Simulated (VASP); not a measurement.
Consider the following.

```
CELL_PARAMETERS angstrom
      2.86295     0.00000     0.00000
      0.00000     2.86295     0.00000
      0.00000     0.00000     2.86295
ATOMIC_POSITIONS crystal
  Al 0.50000 0.50000 0.50000
  Fe 0.00000 0.00000 0.00000
```

All values below come from optB88-vdW, VASP's PBE PAW potentials (set 64) (plane waves; VASP). Run with 520 eV cut-off, Gaussian smearing of 0.050 eV, potentials Al Fe.

**Question.** Give the energies of bands 1 to 8 at the high-symmetry points, in eV from the Fermi level.

**Answer.** 
```json
[
 {"band": "1", "Γ": "-10.26", "X": "-6.04", "M": "-4.68", "R": "-3.29"},
 {"band": "2", "Γ": "-2.17", "X": "-5.82", "M": "-2.22", "R": "-3.29"},
 {"band": "3", "Γ": "-2.17", "X": "-1.51", "M": "-1.90", "R": "-3.29"},
 {"band": "4", "Γ": "0.16", "X": "-0.84", "M": "-1.90", "R": "0.95"},
 {"band": "5", "Γ": "0.16", "X": "-0.84", "M": "-0.59", "R": "0.95"},
 {"band": "6", "Γ": "0.16", "X": "0.29", "M": "-0.59", "R": "3.26"},
 {"band": "7", "Γ": "6.60", "X": "1.34", "M": "0.91", "R": "3.26"},
 {"band": "8", "Γ": "6.60", "X": "8.97", "M": "3.62", "R": "3.26"}
]
```

It has no gap at this level: it comes out as a metal or semimetal.

The compound is FeAl in the CsCl type structure. It was relaxed first. The run is not spin-polarised, so no magnetic state was tried. The electron count is odd and the run is not spin-polarised, which forces a metal.
